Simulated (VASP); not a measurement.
VASP ran on this input.

INCAR:
```
SYSTEM = ZnSe
PREC = Accurate
ENCUT = 350
EDIFF = 1E-6
NELM = 100
ALGO = Normal
LREAL = .FALSE.
LASPH = .TRUE.
ISMEAR = 0
SIGMA = 0.05
GGA = PE
LMAXMIX = 4
LWAVE = .TRUE.
LCHARG = .FALSE.
LSORBIT = .TRUE.
MAGMOM = 0 0 0 0 0 0
GGA_COMPAT = .FALSE.
```

### KPOINTS
```
K-points
0
gamma
6 6 6
```

**POSCAR**
```
ZnSe
4.0535590
  0.0000000000   0.7071067963   0.7071067963
  0.7071067963   0.0000000000   0.7071067963
  0.7071067963   0.7071067963   0.0000000000
Zn Se
1 1
direct
  0.0000000000   1.0000000000   1.0000000000
  0.2500000000   0.2500000000   0.2500000000
```

POTCAR, in this order: Zn Se (PBE.64 set). Program: vasp_ncl.

Write an equivalent input for Ansatz.

One equivalent input (not run):
Ansatz 0.2 input:
```yaml
crystal:
  lattice:
    - [0.0000000, 2.8662991, 2.8662991]
    - [2.8662991, 0.0000000, 2.8662991]
    - [2.8662991, 2.8662991, 0.0000000]
  atoms:
    - { symbol: Zn, position: [0.0000000, 1.0000000, 1.0000000] }
    - { symbol: Se, position: [0.2500000, 0.2500000, 0.2500000] }
kpoints:
  mp_grid: { grid: [6, 6, 6] }
hamiltonian:
  xc: pbe
  pseudopotentials: { kind: paw }
magnetization: { noncollinear: true, spin_orbit: true }
scf:
  occupations: { method: gaussian, width: 0.05 }
  max_iter: 100
output: { forces: true, stress: true, eigenvalues: true }
```
Limits of the translation: each code has its own PAW files, so the cut-off isn't converted (ENCUT is set for VASP's; basis.ecutwfc is left out, and Ansatz then takes the one that its files recommend); Ansatz stops its SCF on the density residual and VASP on the energy change (EDIFF).

The compound is ZnSe in the zinc blende structure. It was relaxed first.
